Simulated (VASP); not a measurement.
Given:

```yaml
crystal:
  lattice:
    - [4.05715, 0.00000, 0.00000]
    - [0.00000, 4.05715, 0.00000]
    - [0.00000, 0.00000, 4.05715]
  atoms:
    - { symbol: Tl, position: [0.00000, 0.00000, 0.00000] }
    - { symbol: Br, position: [0.50000, 0.50000, 0.50000] }
```

Calculation: PBE GGA with D3 dispersion (Becke-Johnson damping), VASP's PBE PAW potentials (set 64) (plane waves; VASP). Run with 520 eV cut-off, 7×7×7 Γ-centred mesh, Gaussian smearing of 0.050 eV, potentials Tl_d Br.

Task: Predict the energy per atom (σ→0), pressure.

Result: 
```
Property                       Result
---------------------  --------------
energy per atom (σ→0)  -3.047 eV/atom
pressure                    16.7 kbar
```

Only differences to runs with the same potentials and settings are physical.

The compound is TlBr in the CsCl type structure. This cell is one point of a volume scan, at 1.06 of the reference volume.
